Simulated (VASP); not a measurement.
The system is KI (Potassium Iodide), in a box.

```
K I
1.0
     9.00000    0.00000    0.00000
     0.00000    9.00000    0.00000
     0.00000    0.00000   13.00000
K I
1 1
Direct
  0.50144 0.50233 0.38539
  0.50144 0.50233 0.61984
```

Base run:

| Property | Result |
| --- | --- |
| Program | VASP 6.6.1 |
| Functional | HSE06 |
| Dispersion | D4 |
| Potentials or basis | VASP PAW PBE potentials, release 64 (K_sv, I) |
| Cutoff | 520 eV |
| k mesh | 1 × 1 × 1 |
| Occupations | gaussian, width 0.01 eV |
| Spin | no spin polarisation |

Its results: gap between the frontier levels 3.30 eV; largest force 0.014 eV/Å.

Problem. The run is repeated on the same cell with these changes: functional from HSE06 to TPSS. What comes out?

Solution. Gap between the frontier levels 2.59 eV; largest force 0.058 eV/Å.

HSE06 gives the wider gap, since exact exchange removes part of the self-interaction.

Caveats: the PAW data sets were made with another functional, which shifts forces and pressure a little; spin-orbit coupling is left out, which moves the levels of the heavy elements.

A k mesh can miss the band edges.

Not every run made on this cell is shown here.
